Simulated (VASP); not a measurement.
```yaml
crystal:
  lattice:
    - [1.23394, -2.13725, 0.00000]
    - [1.23394, 2.13725, 0.00000]
    - [0.00000, 0.00000, 3.98501]
  atoms:
    - { symbol: Co, position: [0.33333, 0.66667, 0.25000], spin: 1.6 }
    - { symbol: Co, position: [0.66667, 0.33333, 0.75000], spin: 1.6 }
```

Level of theory: PBE GGA with D3 dispersion (Becke-Johnson damping), VASP's PBE PAW potentials (set 64) (plane waves; VASP 6.6.1). Numerical set-up: 520 eV cut-off, Gaussian smearing of 0.050 eV, potentials Co.

**Question.** Estimate the cell moment, band gap (along the path) with the smallest direct gap where there is one.

**Answer.** 
```yaml
band gap (along the path): none (metal, semimetal or under 0.01 eV)
cell_moment: 3.14 μB
```

The compound is Co in the hcp structure. It was relaxed first, which changed the volume by -5 %.
